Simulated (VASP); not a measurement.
System: MnF2, 6 atoms in the cell.

Level of theory: r²SCAN, plane waves, standard recommended PAW potentials (VASP 6.6.1).

Cutoff 520 eV; orbitals from an earlier step on the same cell; potentials Mn_pv F; PREC = Accurate; k-mesh 4×4×6 Γ-centred; Fermi–Dirac smearing of 0.05 eV; starting moments Mn1 5, Mn2 -5 μB.

```xyz
6
Lattice="4.8730 0.0000 0.0000 0.0000 4.8730 0.0000 0.0000 0.0000 3.3100" Properties=species:S:1:pos:R:3:forces:R:3 pbc="T T T" pressure_GPa=-0.58
Mn    0.0000    0.0000    0.0000    0.0000    0.0000    0.0000
Mn    2.4365    2.4365    1.6550    0.0000    0.0000    0.0000
F     1.4863    1.4863    0.0000   -0.0316   -0.0316    0.0000
F     3.3867    3.3867    0.0000    0.0316    0.0316    0.0000
F     3.9228    0.9502    1.6550   -0.0316    0.0316    0.0000
F     0.9502    3.9228    1.6550    0.0316   -0.0316    0.0000
```

Forces are in eV/Å.

| Item | Value |
| --- | --- |
| Largest force | 0.045 eV/Å on F3 and F4 and F5 and F6 |
| Free energy TOTEN | -59.4345 eV |
| Energy (σ→0) | -59.4345 eV |
| Smearing term TS | 0.0 meV/atom |
| Net moment | 0.00 μB |
| Gap on the mesh | 2.99 eV |
| Valence electrons | 54 |
| Irreducible k-points | 24 |
| Command | vasp_std |
| Hardware | 1 core of an Intel Xeon Platinum 8488C, shared host |
| Wall time | about 2.7 min (this step alone, after a cheaper pre-step) |
| Peak memory | 0.29 GiB |

VASP prints the stress at a fixed plane-wave basis, so it holds the Pulay stress of this cutoff.

A gap read on the mesh is an upper bound of this method's gap, since the mesh can miss a band edge. One magnetic order was tried; another may lie lower. Potentials made with PBE were used with another functional. Semilocal functionals give gaps that mostly lie well below measured ones.
